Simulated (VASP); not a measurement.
Input:

```yaml
crystal:
  lattice:
    - [4.18666, 2.08900, 2.08900]
    - [2.08900, 4.18666, 2.08900]
    - [2.08900, 2.08900, 4.18666]
  atoms:
    - { symbol: Ni, position: [0.00000, 0.00000, 0.00000], spin: 1.4 }
    - { symbol: Ni, position: [0.50000, 0.50000, 0.50000], spin: -1.4 }
    - { symbol: O, position: [0.25000, 0.25000, 0.25000] }
    - { symbol: O, position: [0.75000, 0.75000, 0.75000] }
```

All values below come from modified Becke-Johnson potential (mBJ), VASP's PBE PAW potentials (set 64) (plane waves; VASP 6.6.1). Settings: 520 eV cut-off, 6×6×6 Γ-centred mesh, Gaussian smearing of 0.050 eV, potentials Ni O.

mBJ is a potential without an energy functional, so only the levels count.

Task: Give the spin-up energies of bands 6 to 19 at the high-symmetry points, in eV from the valence-band maximum.

Result: 
```json
[
 {"band": "6", "Γ": "-1.76", "T": "-4.17", "H2": "-4.62", "L": "-4.33", "S0": "-4.62", "F": "-4.32"},
 {"band": "7", "Γ": "-1.76", "T": "-2.69", "H2": "-3.92", "L": "-3.83", "S0": "-4.04", "F": "-2.84"},
 {"band": "8", "Γ": "-1.67", "T": "-2.69", "H2": "-3.65", "L": "-3.08", "S0": "-3.68", "F": "-2.82"},
 {"band": "9", "Γ": "-1.65", "T": "-1.69", "H2": "-1.30", "L": "-1.81", "S0": "-1.28", "F": "-2.28"},
 {"band": "10", "Γ": "-1.65", "T": "-1.69", "H2": "-1.25", "L": "-1.37", "S0": "-1.25", "F": "-1.46"},
 {"band": "11", "Γ": "-1.63", "T": "-1.11", "H2": "-1.24", "L": "-1.04", "S0": "-1.22", "F": "-1.31"},
 {"band": "12", "Γ": "-1.35", "T": "-0.87", "H2": "-1.00", "L": "-0.92", "S0": "-0.99", "F": "-0.92"},
 {"band": "13", "Γ": "-1.35", "T": "-0.87", "H2": "-0.65", "L": "-0.60", "S0": "-0.66", "F": "-0.82"},
 {"band": "14", "Γ": "-0.45", "T": "-0.70", "H2": "-0.62", "L": "-0.56", "S0": "-0.64", "F": "-0.41"},
 {"band": "15", "Γ": "-0.34", "T": "0.00", "H2": "-0.38", "L": "-0.42", "S0": "-0.43", "F": "-0.23"},
 {"band": "16", "Γ": "-0.34", "T": "0.00", "H2": "-0.38", "L": "-0.31", "S0": "-0.36", "F": "-0.12"},
 {"band": "17", "Γ": "4.44", "T": "4.92", "H2": "5.13", "L": "5.07", "S0": "5.13", "F": "5.29"},
 {"band": "18", "Γ": "5.10", "T": "4.92", "H2": "5.18", "L": "5.13", "S0": "5.18", "F": "5.45"},
 {"band": "19", "Γ": "5.10", "T": "7.03", "H2": "11.43", "L": "10.41", "S0": "11.60", "F": "8.51"}
]
```

Task: Give the spin-down energies of bands 6 to 19 at the high-symmetry points, in eV from the valence-band maximum.

Result: 
```csv
band,Γ,T,H2,L,S0,F
6,-1.76,-4.17,-4.62,-4.33,-4.62,-4.32
7,-1.76,-2.69,-3.92,-3.83,-4.04,-2.84
8,-1.67,-2.69,-3.65,-3.08,-3.68,-2.82
9,-1.65,-1.69,-1.30,-1.81,-1.28,-2.28
10,-1.65,-1.69,-1.25,-1.37,-1.25,-1.46
11,-1.63,-1.11,-1.24,-1.04,-1.22,-1.31
12,-1.35,-0.87,-1.00,-0.92,-0.99,-0.92
13,-1.35,-0.87,-0.65,-0.60,-0.66,-0.82
14,-0.45,-0.70,-0.62,-0.56,-0.64,-0.41
15,-0.34,0.00,-0.38,-0.42,-0.43,-0.23
16,-0.34,0.00,-0.38,-0.31,-0.36,-0.12
17,4.44,4.92,5.13,5.07,5.13,5.29
18,5.10,4.92,5.18,5.13,5.18,5.45
19,5.10,7.03,11.43,10.41,11.60,8.51
```

The gap is indirect, 4.44 eV, from the valence maximum at T to the conduction minimum at Γ.

The compound is NiO in the rock salt, AFM-II order structure. It was relaxed first. The cell's shape comes from a PBE relaxation.
